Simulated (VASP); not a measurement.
Data:

```
BeTe
1.0
    0.00000     2.82623     2.82623
    2.82623     0.00000     2.82623
    2.82623     2.82623     0.00000
Be Te
1 1
Direct
  0.00000   0.00000   0.00000
  0.25000   0.25000   0.25000
```

These are optB86b-vdW, VASP's PBE PAW potentials (set 64) (plane waves; VASP 6.6.1) values and carry that method's errors. Run with 520 eV cut-off, 8×8×8 Γ-centred mesh, Gaussian smearing of 0.050 eV, potentials Be Te.

**Question.** The job: BeTe (zinc blende), 2 atoms, optB86b-vdW, static run, 520 eV, 8×8×8 Γ-centred mesh. Roughly how much core time does it take on a busy server core?

**Answer.** About 20 core-seconds (one run on a shared machine, a rough figure). It had 29 irreducible k-points, 8 bands, up to 1243 plane waves and 13 electronic steps.

The compound is BeTe in the zinc blende structure. It was relaxed first.
